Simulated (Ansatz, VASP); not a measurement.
# SiF in VASP and in Ansatz

File INCAR:

```
ALGO = Fast
EDIFF = 1E-6
ENCUT = 520
GGA = PE
ISIF = 2
ISMEAR = 0
LASPH = True
LCHARG = False
LREAL = False
LWAVE = False
NBANDS = 32
NELM = 100
PREC = Accurate
SIGMA = 0.1
```

The input KPOINTS:

```
k-points
0
Gamma
  6 6 2
```

Contents of POSCAR:

```
SiF
1.0
    3.1326857900      0.0000000000      0.0000000000
   -1.5663429000      2.7129854800      0.0000000000
    0.0000000000      0.0000000000     10.3227612300
Si F
4 4
Direct
    0.6666666700      0.3333333300      0.1250000000
    0.6666666700      0.3333333300      0.3750000000
    0.3333333300      0.6666666700      0.6250000000
    0.3333333300      0.6666666700      0.8750000000
    0.0000000000      0.0000000000      0.0000000000
    0.3333333300      0.6666666700      0.2500000000
    0.0000000000      0.0000000000      0.5000000000
    0.6666666700      0.3333333300      0.7500000000
```

Input for Ansatz:

```yaml
crystal:
  lattice:
    - [3.13268579, 0.0, 0.0]
    - [-1.5663429, 2.71298548, 0.0]
    - [0.0, 0.0, 10.32276123]
  atoms:
    - { symbol: Si, position: [0.66666667, 0.33333333, 0.125] }
    - { symbol: Si, position: [0.66666667, 0.33333333, 0.375] }
    - { symbol: Si, position: [0.33333333, 0.66666667, 0.625] }
    - { symbol: Si, position: [0.33333333, 0.66666667, 0.875] }
    - { symbol: F, position: [0.0, 0.0, 0.0] }
    - { symbol: F, position: [0.33333333, 0.66666667, 0.25] }
    - { symbol: F, position: [0.0, 0.0, 0.5] }
    - { symbol: F, position: [0.66666667, 0.33333333, 0.75] }
basis:
  ecutwfc: 420
kpoints:
  mp_grid: { grid: [6, 6, 2] }
hamiltonian:
  xc: pbe
scf:
  occupations: { method: gaussian, width: 0.1 }
  lower_state_search: "off"
output:
  forces: true
  stress: true
  eigenvalues: true
```

Alike in both runs: task single point; functional PBE; k mesh 6 × 6 × 2; occupations gaussian, width 0.1 eV; no spin polarisation.

|  | VASP | Ansatz |
| --- | --- | --- |
| version | VASP 6.6.1 | Ansatz 0.2.0 |
| potentials or method | VASP PAW PBE potentials, release 64 (Si, F) | scalar-relativistic, plane waves, PAW |
| plane-wave cutoff (eV) | 520 | 420 |
| valence electrons in the cell | 44 | 44 |

Ansatz gave:

```
gap on the k mesh at the Fermi level (eV) : none
rms of the force components (eV/Å)        : 0.008
```

Estimate VASP's values.

gap on the k mesh at the Fermi level (eV): none; rms of the force components (eV/Å): 0.007.

Atom by atom the forces differ by 0.001 eV/Å (rms over components). A gap of «none» marks a metal or a gap that the smearing closes.

Caveats: the k mesh is coarse (spacing up to 0.39 Å⁻¹), so the values aren't converged.
